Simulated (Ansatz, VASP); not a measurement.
# H72SO39: VASP beside Ansatz, part 2 of 2

Wanted: the spread between two codes on one cell, functional and k mesh. Of the first pair: The structure shown is the start of the Ansatz relaxation below; VASP solves that cell, so the two are compared at the walk's first step.

VASP 6.6.1 and Ansatz 0.2.0.

So far: The starting structure; Ansatz: relaxation, r2SCAN with D3(BJ); VASP: single point, r2SCAN with D3(BJ), start cell, pair 1; Side by side.

### 6. VASP: single point, r2SCAN with D3(BJ), relaxed cell, pair 2

Level of this step: r2SCAN with D3(BJ), zero-moment start; plane waves and PAW (O, S, H) (VASP).

The same cell, functional, mesh and smearing now go to VASP, with its own data sets.

The input, INCAR:

```
SYSTEM = H72SO39
PREC = Accurate
ENCUT = 580
EDIFF = 1E-06
NELM = 200
ISMEAR = -1
SIGMA = 0.01
LREAL = Auto
ALGO = Normal
METAGGA = R2SCAN
IVDW = 12
VDW_S6 = 1
VDW_S8 = 0.78981345
VDW_A1 = 0.49484001
VDW_A2 = 5.73083694
LASPH = .TRUE.
NELECT = 625
NBANDS = 469
ISPIN = 2
MAGMOM = 0 0 0 0 0 0 0 0 0 0 0 0 0 0 0 0 0 0 0 0 0 0 0 0 0 0 0 0 0 0 0 0 0 0 0 0 0 0 0 0 0 0 0 0 0 0 0 0 0 0 0 0 0 0 0 0 0 0 0 0 0 0 0 0 0 0 0 0 0 0 0 0 0 0 0 0 0 0 0 0 0 0 0 0 0 0 0 0 0 0 0 0 0 0 0 0 0 0 0 0 0 0 0 0 0 0 0 0 0 0 0 0 0 0 0 0 0 0 0 0 0 0 0 0 0 0 0 0 0 0 0 0 0 0 0 0 0 0 0 0 0 0 0 0 0 0 0 0 0 0 0 0 0 0 0 0 0 0 0 0 0 0 0 0 0 0 0 0 0 0 0 0 0 0 0 0 0 0 0 0 0 0 0 0 0 0 0 0 0 0 0 0 0 0 0 0 0 0 0 0 0 0 0 0 0 0 0 0 0 0 0 0 0 0 0 0 0 0 0 0 0 0 0 0
LORBIT = 11
LWAVE = .FALSE.
LCHARG = .FALSE.
ISIF = 2
GGA_COMPAT = .FALSE.
LMIXTAU = .TRUE.
```

The input, POSCAR:

```
H72SO39
1.0
   13.0371100000      0.0000000000      0.0000000000
    0.0000000000     13.0371100000      0.0000000000
    0.0000000000      0.0000000000     13.0371100000
O S H
78 2 144
Direct
    0.5797000000      0.0732600000      0.0679000000
    0.5193500000      0.9163800000      0.1451500000
    0.5834900000      0.9150600000      0.9694900000
    0.4210900000      0.9984300000      0.0092200000
    0.1345600000      0.4353600000      0.0354800000
    0.0629600000      0.4419300000      0.2060900000
    0.0021000000      0.3138100000      0.0842800000
    0.9602300000      0.4941000000      0.0601800000
    0.8067500000      0.8782300000      0.8421600000
    0.5800400000      0.8185400000      0.5987400000
    0.3202800000      0.3446100000      0.1098700000
    0.3803700000      0.2414900000      0.7751900000
    0.4426400000      0.7599700000      0.3133300000
    0.0173100000      0.6159600000      0.5212200000
    0.7029000000      0.1975000000      0.6712600000
    0.7267200000      0.8644600000      0.1660800000
    0.4345500000      0.5321100000      0.7145500000
    0.9469800000      0.6156500000      0.8783900000
    0.9686800000      0.9605200000      0.8916100000
    0.6886200000      0.0384400000      0.8046300000
    0.2395700000      0.7711000000      0.3479100000
    0.6246800000      0.5058100000      0.4792500000
    0.1840100000      0.9887600000      0.7425500000
    0.3893100000      0.2578900000      0.5570900000
    0.5130500000      0.9586500000      0.3516800000
    0.8329000000      0.7349200000      0.2860400000
    0.5776100000      0.6325400000      0.8328900000
    0.9449600000      0.4069700000      0.6715300000
    0.5199100000      0.8234500000      0.7851900000
    0.0836200000      0.6165300000      0.7228500000
[... 188 atom lines left out ...]
    0.0883600000      0.0500900000      0.6624800000
    0.0168100000      0.0429600000      0.5670800000
    0.9399700000      0.2635800000      0.4546100000
    0.8920800000      0.3457200000      0.3846400000
    0.2634500000      0.4940400000      0.5020700000
    0.2233200000      0.3894200000      0.4588000000
```

The input, KPOINTS:

```
Automatic mesh
0
Gamma
1 1 1
0 0 0
```

PAW data sets: O, S and H (PBE family, release 64).

Started as:

```
$ export OMP_NUM_THREADS=3
$ mpirun -np 1 vasp_gam
```

Numbers of over 12 decimals in the logs are rounded to 6 here.

Output:

```text
[banner, memory and clock lines left out]
running    1 mpi-ranks, on    1 nodes
[...]
Offloading initialized ...    1 GPUs detected
[...]
[... a notice as in an earlier step ...]

 LDA part: xc-table for (None), standard interpolation
 POSCAR, INCAR and KPOINTS ok, starting setup
[...]
entering main loop
       N       E                     dE             d eps       ncg     rms          rms(c)
DAV:   1     0.516636588681E+04    0.51664E+04   -0.36962E+05  1956   0.138E+03
DAV:   2    -0.955731681378E+03   -0.61221E+04   -0.58469E+04  2310   0.331E+02
DAV:   3    -0.151654019677E+04   -0.56081E+03   -0.55690E+03  2344   0.103E+02
DAV:   4    -0.152567928834E+04   -0.91391E+01   -0.91073E+01  2296   0.143E+01
DAV:   5    -0.152583686870E+04   -0.15758E+00   -0.15741E+00  2344   0.175E+00BRMIX: very serious problems
 the old and the new charge density differ
 old charge density:   624.00000 new  625.00000
    0.823E+01
DAV:   6    -0.120495211802E+04    0.32088E+03   -0.16944E+02  2280   0.188E+01    0.396E+01
DAV:   7    -0.120966118327E+04   -0.47091E+01   -0.42084E+01  2176   0.938E+00    0.177E+01
DAV:   8    -0.121036439965E+04   -0.70322E+00   -0.66638E+00  2264   0.445E+00    0.396E+00
DAV:   9    -0.121013941675E+04    0.22498E+00   -0.18313E+00  2328   0.204E+00    0.171E+00
[...]
DAV:  19    -0.121023393357E+04   -0.34484E-05   -0.11299E-05  2008   0.100E-02    0.634E-03
DAV:  20    -0.121023393476E+04   -0.11932E-05   -0.70479E-06  1992   0.568E-03    0.428E-03
DAV:  21    -0.121023393518E+04   -0.41995E-06   -0.22374E-06  1440   0.274E-03
   1 F= -.12143138E+04 E0= -.12143068E+04  d E =-.138580E-01  mag=     0.0189
```

From OUTCAR (step 6):

```text
[... 1 part as in an earlier step ...]
```

The run ends at a pressure of -0.42 GPa, with forces up to 0.21 eV/Å.

### 7. Comparison

Both answers:

```
         quantity  Ansatz  VASP  difference
total moment (μB)    0.81  0.02       +0.79
```

Forces on 8 of the 224 atoms, those with the largest forces and the largest differences (eV/Å; atoms numbered as in POSCAR):

```
atom          Ansatz x, y, z            VASP x, y, z
  O2   -0.008, -0.008, 0.010    0.020, 0.110, -0.164
  O3   0.029, -0.012, -0.026    -0.117, 0.108, 0.133
 H91   -0.010, -0.004, 0.002   -0.167, -0.089, 0.019
H100    0.012, 0.016, -0.006    0.154, 0.110, -0.026
H166   -0.014, 0.019, -0.029   -0.144, 0.096, -0.121
H190    0.005, 0.005, -0.002    0.064, -0.076, 0.153
H199    -0.003, 0.002, 0.011    -0.036, 0.102, 0.156
H224  -0.013, -0.008, -0.018  -0.086, -0.119, -0.118
```

The forces differ by 83 meV/Å r.m.s., where the r.m.s. force is 0.009 eV/Å in Ansatz and 0.086 eV/Å in VASP: the atoms lie near their places of rest in Ansatz, so a percentage would say little (all taken over all components). The cell carries a charge of -1 e against a uniform background, so its pressure also hangs on how the neutralising background is counted, and in a defect's cell a gap may be the spacing between its levels.

### 8. Results

```json
{
 "r.m.s. force difference (single point, r2SCAN with D3(BJ), start cell, pair 1)": "83 meV/Å",
 "r.m.s. force difference (single point, r2SCAN with D3(BJ), relaxed cell, pair 2)": "83 meV/Å"
}
```

The r.m.s. force difference is 83 meV/Å (single point, r2SCAN with D3(BJ), start cell, pair 1), beyond the 12 meV/Å picked in this series as the mark of a large difference. What causes the difference of the single point, r2SCAN with D3(BJ), start cell, pair 1 pair stays open here. What causes the difference of the single point, r2SCAN with D3(BJ), relaxed cell, pair 2 pair stays open here. Such differences can come from data sets, numerical settings and the points named under the comparisons, not from the functional's error against experiment.

[Lines on the potential files, build, host, timing and source positions are cut from VASP's logs without a mark.]

[Logs are printed without paths, hosts, clocks, repeated set-up lines and the standing remarks that a program may print on its own settings, such as how far it seeks lower states.]

[Hosts, paths, dates, database ids (printed as entryN), source tags and the programs' standing remarks are cut or masked in the printed files.]
